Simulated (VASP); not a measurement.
# Be3N2 (P6_3/mmc) in VASP: Born charges and dielectric tensor with LDA

Aim: the Born charges and dielectric tensor of Be3N2 with LDA.

Program: VASP 6.6.1. These are calculated values, not measurements. Logs are shortened: lines on timing, memory, paths and dates and some standing lists are left out, and cuts for length are marked.

**1. Starting point**

Symmetry: P6_3/mmc, No. 194, hexagonal system. Conventional cell: a = 2.813 Å, b = 2.813 Å, c = 9.616 Å, α = 90.00°, β = 90.00°, γ = 120.00°. Be (site symmetry 3m) has 4 N at 1.65 to 1.79 Å as nearest neighbours. Around Be (site symmetry -6m2) lie 3 N at 1.62 Å. Around N (site symmetry -3m) lie 6 Be at 1.79 Å. N (site symmetry -6m2) is surrounded by 5 Be at 1.62 to 1.65 Å.

The cell comes from a database or a generator and needn't be the stable form of this composition.

**2. Born charges and dielectric tensor, LDA**

Contents of INCAR:

```
ALGO     = Fast           # electronic algorithm
EDIFF    = 1E-8           # SCF threshold, eV
ENCUT    = 600            # plane-wave cutoff, eV
IBRION   = 8              # ionic algorithm
ISIF     = 2              # what is computed and relaxed
ISMEAR   = 0              # smearing method
LASPH    = True           # aspherical terms in the spheres
LCHARG   = False          # write CHGCAR
LEPSILON = True           # dielectric tensor by DFPT
LREAL    = False          # projectors in reciprocal space
LWAVE    = False          # write WAVECAR
NELM     = 100            # most SCF steps
NSW      = 1              # ionic steps
PREC     = Accurate       # precision mode
SIGMA    = 0.02           # smearing width, eV
```

Contents of KPOINTS:

```
k-points
0
Gamma
  12 12 4
```

Contents of POSCAR:

```
Be3N2
1.0
    2.8128000000      0.0000000000      0.0000000000
   -1.4064000000      2.4359600000      0.0000000000
    0.0000000000      0.0000000000      9.6163700000
Be N
6 4
Direct
    0.3333300000      0.6666700000      0.0781400000
    0.6666700000      0.3333300000      0.5781400000
    0.6666700000      0.3333300000      0.9218600000
    0.3333300000      0.6666700000      0.4218600000
    0.0000000000      0.0000000000      0.2500000000
    0.0000000000      0.0000000000      0.7500000000
    0.0000000000      0.0000000000      0.0000000000
    0.0000000000      0.0000000000      0.5000000000
    0.3333300000      0.6666700000      0.2500000000
    0.6666700000      0.3333300000      0.7500000000
```

Potentials or basis: VASP PAW LDA potentials, release 64 (Be, N).

Launch:

```
$ cat potpaw_LDA.64/Be/POTCAR potpaw_LDA.64/N/POTCAR > POTCAR
$ mpirun -np 1 vasp_std > vasp.out
```

OUTCAR:

```text
EDIFF = 1E-8
   ENCUT = 600
   IBRION = 8
   ISIF = 2
   ISMEAR = 0
   LASPH = True
   LEPSILON = True
   LREAL = False
   NELM = 100
   NSW = 1
   PREC = Accurate

 ion  position               nearest neighbor table
   1  0.333  0.667  0.078-   9 1.65   7 1.79   7 1.79   7 1.79   3 2.21   3 2.21   3 2.21   5 2.32
                             5 2.32   5 2.32
   2  0.667  0.333  0.578-  10 1.65   8 1.79   8 1.79   8 1.79   4 2.21   4 2.21   4 2.21   6 2.32
                             6 2.32   6 2.32
   3  0.667  0.333  0.922-  10 1.65   7 1.79   7 1.79   7 1.79   1 2.21   1 2.21   1 2.21   6 2.32
                             6 2.32   6 2.32
   4  0.333  0.667  0.422-   9 1.65   8 1.79   8 1.79   8 1.79   2 2.21   2 2.21   2 2.21   5 2.32
                             5 2.32   5 2.32
   5  0.000  0.000  0.250-   9 1.62   9 1.62   9 1.62   1 2.32   4 2.32   4 2.32   1 2.32   4 2.32
                             1 2.32
   6  0.000  0.000  0.750-  10 1.62  10 1.62  10 1.62   2 2.32   3 2.32   3 2.32   2 2.32   3 2.32
                             2 2.32
   7  0.000  0.000  0.000-   1 1.79   3 1.79   3 1.79   1 1.79   3 1.79   1 1.79
   8  0.000  0.000  0.500-   2 1.79   4 1.79   2 1.79   4 1.79   2 1.79   4 1.79
   9  0.333  0.667  0.250-   5 1.62   5 1.62   5 1.62   1 1.65   4 1.65
  10  0.667  0.333  0.750-   6 1.62   6 1.62   6 1.62   2 1.65   3 1.65

  LATTYP: Found a hexagonal cell.
 ALAT       =     2.8128000000
 C/A-ratio  =     3.4187891069

  Lattice vectors:

 A1 = (   2.8128000000,   0.0000000000,   0.0000000000)
 A2 = (  -1.4064000000,   2.4359600000,   0.0000000000)
 A3 = (   0.0000000000,   0.0000000000,   9.6163700000)

Analysis of symmetry for initial positions (statically):
[... 980 lines left out ...]
  2X    -0.020341    0.000402    0.000085   -7.707485    0.000521    0.000335    0.270330   -0.000308   -0.000063    1.690154   -0.000001    0.000099   -0.023550    0.000171    0.000104    0.768886   -0.000032    0.000037    0.089943    0.000004   -0.000118    3.573399   -0.000618   -0.000383   -0.105605   -0.000138   -0.000105    1.464269   -0.000001    0.000010
  2Y     0.000402   -0.019877   -0.000049    0.000521   -7.706907   -0.000193   -0.000308    0.269975    0.000036   -0.000001    1.690158   -0.000057    0.000171   -0.023352   -0.000060   -0.000032    0.768852   -0.000022    0.000004    0.089947    0.000068   -0.000618    3.572695    0.000221   -0.000138   -0.105764    0.000061   -0.000001    1.464273   -0.000006
  2Z     0.001569   -0.000906    1.804471    0.003181   -0.001837  -22.804414   -0.000981    0.000567    1.702935   -0.000956    0.000552    6.321098    0.001332   -0.000769    1.861836    0.000056   -0.000032    0.443752   -0.002082    0.001202   -2.492119   -0.004644    0.002681    6.414154   -0.000218    0.000126   -2.818264    0.002743   -0.001584    9.566550
  3X     1.690154   -0.000001   -0.000099    0.270330   -0.000308    0.000063   -7.707485    0.000521   -0.000335   -0.020341    0.000402   -0.000085   -0.023550    0.000171   -0.000104    0.768886   -0.000032   -0.000037    3.573399   -0.000618    0.000383    0.089943    0.000004    0.000118   -0.105605   -0.000138    0.000105    1.464269   -0.000001   -0.000010
  3Y    -0.000001    1.690158    0.000057   -0.000308    0.269975   -0.000036    0.000521   -7.706907    0.000193    0.000402   -0.019877    0.000049    0.000171   -0.023352    0.000060   -0.000032    0.768852    0.000022   -0.000618    3.572695   -0.000221    0.000004    0.089947   -0.000068   -0.000138   -0.105764   -0.000061   -0.000001    1.464273    0.000006
  3Z     0.000956   -0.000552    6.321098    0.000981   -0.000567    1.702935   -0.003181    0.001837  -22.804414   -0.001569    0.000906    1.804471   -0.001332    0.000769    1.861836   -0.000056    0.000032    0.443752    0.004644   -0.002681    6.414154    0.002082   -0.001202   -2.492119    0.000218   -0.000126   -2.818264   -0.002743    0.001584    9.566550
  4X     0.270330   -0.000308   -0.000063    1.690154   -0.000001    0.000099   -0.020341    0.000402    0.000085   -7.707485    0.000521    0.000335    0.768886   -0.000032    0.000037   -0.023550    0.000171    0.000104    0.089943    0.000004   -0.000118    3.573399   -0.000618   -0.000383    1.464269   -0.000001    0.000010   -0.105605   -0.000138   -0.000105
  4Y    -0.000308    0.269975    0.000036   -0.000001    1.690158   -0.000057    0.000402   -0.019877   -0.000049    0.000521   -7.706907   -0.000193   -0.000032    0.768852   -0.000022    0.000171   -0.023352   -0.000060    0.000004    0.089947    0.000068   -0.000618    3.572695    0.000221   -0.000001    1.464273   -0.000006   -0.000138   -0.105764    0.000061
  4Z    -0.000981    0.000567    1.702935   -0.000956    0.000552    6.321098    0.001569   -0.000906    1.804471    0.003181   -0.001837  -22.804414    0.000056   -0.000032    0.443752    0.001332   -0.000769    1.861836   -0.002082    0.001202   -2.492119   -0.004644    0.002681    6.414154    0.002743   -0.001584    9.566550   -0.000218    0.000126   -2.818264
  5X     0.770286   -0.000059   -0.000109   -0.022398    0.000091    0.000055   -0.022398    0.000091   -0.000055    0.770286   -0.000059    0.000109  -20.341336    0.001621    0.000000    0.050977   -0.000160    0.000000    0.471024    0.000235    0.000438    0.471024    0.000235   -0.000438   17.813722   -0.002482    0.000000    0.038813    0.000488    0.000000
  5Y    -0.000059    0.770220    0.000063    0.000091   -0.022293   -0.000032    0.000091   -0.022293    0.000032   -0.000059    0.770220   -0.000063    0.001621  -20.339526    0.000000   -0.000160    0.050792    0.000000    0.000235    0.471297   -0.000253    0.000235    0.471297    0.000253   -0.002482   17.810911    0.000000    0.000488    0.039377    0.000000
  5Z    -0.000934    0.000539    0.433355   -0.000394    0.000228    1.874110    0.000394   -0.000228    1.874110    0.000934   -0.000539    0.433355   -0.000000    0.000000   -6.115367   -0.000000    0.000000    2.269753    0.000696   -0.000402   -2.255312   -0.000696    0.000402   -2.255312    0.000000    0.000000    7.064620    0.000000    0.000000   -3.323312
  6X    -0.022398    0.000091   -0.000055    0.770286   -0.000059    0.000109    0.770286   -0.000059   -0.000109   -0.022398    0.000091    0.000055    0.050977   -0.000160    0.000000  -20.341336    0.001621    0.000000    0.471024    0.000235    0.000438    0.471024    0.000235   -0.000438    0.038813    0.000488    0.000000   17.813722   -0.002482    0.000000
  6Y     0.000091   -0.022293    0.000032   -0.000059    0.770220   -0.000063   -0.000059    0.770220    0.000063    0.000091   -0.022293   -0.000032   -0.000160    0.050792    0.000000    0.001621  -20.339526    0.000000    0.000235    0.471297   -0.000253    0.000235    0.471297    0.000253    0.000488    0.039377    0.000000   -0.002482   17.810911    0.000000
  6Z     0.000394   -0.000228    1.874110    0.000934   -0.000539    0.433355   -0.000934    0.000539    0.433355   -0.000394    0.000228    1.874110   -0.000000    0.000000    2.269753   -0.000000    0.000000   -6.115367    0.000696   -0.000402   -2.255312   -0.000696    0.000402   -2.255312    0.000000    0.000000   -3.323312    0.000000    0.000000    7.064620
  7X     3.569964   -0.000079    0.000111    0.088293    0.000042    0.000084    3.569964   -0.000079    0.000111    0.088293    0.000042    0.000084    0.473049    0.000054    0.000036    0.473049    0.000054    0.000036   -9.377391   -0.000259   -0.000211   -0.062969   -0.000065   -0.000217    0.588874    0.000146   -0.000017    0.588874    0.000146   -0.000017
  7Y    -0.000079    3.569883   -0.000064    0.000042    0.088341   -0.000049   -0.000079    3.569883   -0.000064    0.000042    0.088341   -0.000049    0.000054    0.473113   -0.000021    0.000054    0.473113   -0.000021   -0.000259   -9.377719    0.000122   -0.000065   -0.063044    0.000125    0.000146    0.589044    0.000010    0.000146    0.589044    0.000010
  7Z     0.000627   -0.000362    6.407580    0.000434   -0.000251   -2.485398    0.000627   -0.000362    6.407580    0.000434   -0.000251   -2.485398   -0.000221    0.000127   -2.254387   -0.000221    0.000127   -2.254387   -0.000376    0.000217  -16.831900    0.000255   -0.000147    3.465147   -0.000780    0.000450    5.015582   -0.000780    0.000450    5.015582
  8X     0.088293    0.000042   -0.000084    3.569964   -0.000079   -0.000111    0.088293    0.000042   -0.000084    3.569964   -0.000079   -0.000111    0.473049    0.000054   -0.000036    0.473049    0.000054   -0.000036   -0.062969   -0.000065    0.000217   -9.377391   -0.000259    0.000211    0.588874    0.000146    0.000017    0.588874    0.000146    0.000017
  8Y     0.000042    0.088341    0.000049   -0.000079    3.569883    0.000064    0.000042    0.088341    0.000049   -0.000079    3.569883    0.000064    0.000054    0.473113    0.000021    0.000054    0.473113    0.000021   -0.000065   -0.063044   -0.000125   -0.000259   -9.377719   -0.000122    0.000146    0.589044   -0.000010    0.000146    0.589044   -0.000010
  8Z    -0.000434    0.000251   -2.485398   -0.000627    0.000362    6.407580   -0.000434    0.000251   -2.485398   -0.000627    0.000362    6.407580    0.000221   -0.000127   -2.254387    0.000221   -0.000127   -2.254387   -0.000255    0.000147    3.465147    0.000376   -0.000217  -16.831900    0.000780   -0.000450    5.015582    0.000780   -0.000450    5.015582
  9X     1.464496    0.000006    0.000316   -0.105569    0.000005   -0.000194   -0.105569    0.000005    0.000194    1.464496    0.000006   -0.000316   17.807347   -0.001544    0.000000    0.039156    0.000145    0.000000    0.589184   -0.000192   -0.000341    0.589184   -0.000192    0.000341  -21.800014    0.002209    0.000000    0.057289   -0.000448    0.000000
  9Y     0.000006    1.464507   -0.000182    0.000005   -0.105563    0.000112    0.000005   -0.105563   -0.000112    0.000006    1.464507    0.000182   -0.001544   17.805618    0.000000    0.000145    0.039323    0.000000   -0.000192    0.588964    0.000197   -0.000192    0.588964   -0.000197    0.002209  -21.797530    0.000000   -0.000448    0.056772    0.000000
  9Z     0.001253   -0.000723    9.575720    0.000412   -0.000238   -2.828291   -0.000412    0.000238   -2.828291   -0.001253    0.000723    9.575720    0.000000    0.000000    7.060996    0.000000    0.000000   -3.319524   -0.000663    0.000383    5.015751    0.000663   -0.000383    5.015751    0.000000   -0.000000  -32.261667    0.000000    0.000000    4.993835
 10X    -0.105569    0.000005    0.000194    1.464496    0.000006   -0.000316    1.464496    0.000006    0.000316   -0.105569    0.000005   -0.000194    0.039156    0.000145    0.000000   17.807347   -0.001544    0.000000    0.589184   -0.000192   -0.000341    0.589184   -0.000192    0.000341    0.057289   -0.000448    0.000000  -21.800014    0.002209    0.000000
 10Y     0.000005   -0.105563   -0.000112    0.000006    1.464507    0.000182    0.000006    1.464507   -0.000182    0.000005   -0.105563    0.000112    0.000145    0.039323    0.000000   -0.001544   17.805618    0.000000   -0.000192    0.588964    0.000197   -0.000192    0.588964   -0.000197   -0.000448    0.056772    0.000000    0.002209  -21.797530    0.000000
 10Z    -0.000412    0.000238   -2.828291   -0.001253    0.000723    9.575720    0.001253   -0.000723    9.575720    0.000412   -0.000238   -2.828291    0.000000    0.000000   -3.319524    0.000000    0.000000    7.060996   -0.000663    0.000383    5.015751    0.000663   -0.000383    5.015751    0.000000    0.000000    4.993835    0.000000   -0.000000  -32.261667

 Eigenvectors and eigenvalues of the dynamical matrix
   1 f  =   33.884228 THz   212.900886 2PiTHz 1130.256197 cm-1   140.133845 meV
   2 f  =   29.383853 THz   184.624196 2PiTHz  980.139849 cm-1   121.521799 meV
   3 f  =   29.380067 THz   184.600404 2PiTHz  980.013541 cm-1   121.506139 meV
   4 f  =   29.369382 THz   184.533267 2PiTHz  979.657119 cm-1   121.461948 meV
   5 f  =   29.366566 THz   184.515578 2PiTHz  979.563210 cm-1   121.450305 meV
   6 f  =   28.053980 THz   176.268353 2PiTHz  935.780036 cm-1   116.021885 meV
[... 19 lines left out ...]
  26 f  =    7.383075 THz    46.389229 2PiTHz  246.272875 cm-1    30.533931 meV
  27 f  =    7.147744 THz    44.910598 2PiTHz  238.423063 cm-1    29.560679 meV
  28 f/i=    0.001997 THz     0.012547 2PiTHz    0.066610 cm-1     0.008259 meV
  29 f/i=    0.002108 THz     0.013247 2PiTHz    0.070328 cm-1     0.008720 meV
  30 f/i=    0.003035 THz     0.019067 2PiTHz    0.101221 cm-1     0.012550 meV

 MACROSCOPIC STATIC DIELECTRIC TENSOR IONIC CONTRIBUTION
 ------------------------------------------------------
           6.843059     0.000337     0.000000
           0.000337     6.843469     0.000000
           0.000000     0.000000    29.246770
 ------------------------------------------------------

 ELASTIC MODULI CONTR FROM IONIC RELAXATION (kBar)
 Direction    XX          YY          ZZ          XY          YZ          ZX
 --------------------------------------------------------------------------------
 XX        -435.3382    435.2507     -0.7315     -3.0724     -0.0000     -0.0000
 YY         435.2507   -435.2037     -0.8669      3.1912      0.0000      0.0000
 ZZ          -0.7315     -0.8669    -63.3065     -0.1173     -0.0000      0.0000
 XY          -3.0724      3.1912     -0.1173   -440.3698     -0.0000      0.0000
 YZ          -0.0000      0.0000     -0.0000     -0.0000     -0.7868      0.0428
 ZX          -0.0000      0.0000      0.0000      0.0000      0.0428     -0.9601
 --------------------------------------------------------------------------------

 PIEZOELECTRIC TENSOR IONIC CONTR  for field in x, y, z        (C/m^2)
          XX          YY          ZZ          XY          YZ          ZX
  --------------------------------------------------------------------------------
  x    -0.00000     0.00000    -0.00000    -0.00000    -0.00000     0.00000
  y     0.00000     0.00000     0.00000    -0.00000    -0.00000    -0.00000
  z    -0.00000     0.00000     0.00000    -0.00000     0.00000    -0.00000
```

Wall time 61 min (1 thread of Intel Xeon Platinum 8488C (Sapphire Rapids), shared host); peak memory 1.2 GiB.

What came out:

| Property | Result |
| --- | --- |
| Band gap on the k mesh | 3.32 eV, indirect (least direct gap 4.77 eV) |
| Electronic dielectric tensor (diagonal) | 4.45, 4.45, 5.39 |
| Born charges (mean of the diagonal) | Be +1.73, +1.78; N -2.77, -2.46 e |
| Highest phonon frequency at Γ, LO-TO splitting left out | 1130 cm⁻¹ |

Phonon frequencies in cm⁻¹ (negative: imaginary):
```
              q point                                                                                                         frequencies
(0.000, 0.000, 0.000)  0 0 0 238 246 246 256 256 346 356 356 420 541 541 542 542 552 552 552 552 679 719 850 906 936 980 980 980 980 1130
```

Electronic dielectric tensor:
```
4.45 0.00 0.00
0.00 4.45 0.00
0.00 0.00 5.39
```

Born effective charge tensors (e):
atom 1, Be
```
1.68 0.00 0.00
0.00 1.68 0.00
0.00 0.00 1.83
```
atom 2, Be
```
1.68 0.00 0.00
0.00 1.68 0.00
0.00 0.00 1.83
```
atom 3, Be
```
1.68 0.00 0.00
0.00 1.68 0.00
0.00 0.00 1.83
```
atom 4, Be
```
1.68 0.00 0.00
0.00 1.68 0.00
0.00 0.00 1.83
```
atom 5, Be
```
1.63 0.00 0.00
0.00 1.63 0.00
0.00 0.00 2.07
```
atom 6, Be
```
1.63 0.00 0.00
0.00 1.63 0.00
0.00 0.00 2.07
```
atom 7, N
```
-2.85  0.00  0.00
 0.00 -2.85  0.00
 0.00  0.00 -2.61
```
atom 8, N
```
-2.85  0.00  0.00
 0.00 -2.85  0.00
 0.00  0.00 -2.61
```
atom 9, N
```
-2.14  0.00  0.00
 0.00 -2.14  0.00
 0.00  0.00 -3.11
```
atom 10, N
```
-2.14  0.00  0.00
 0.00 -2.14  0.00
 0.00  0.00 -3.11
```
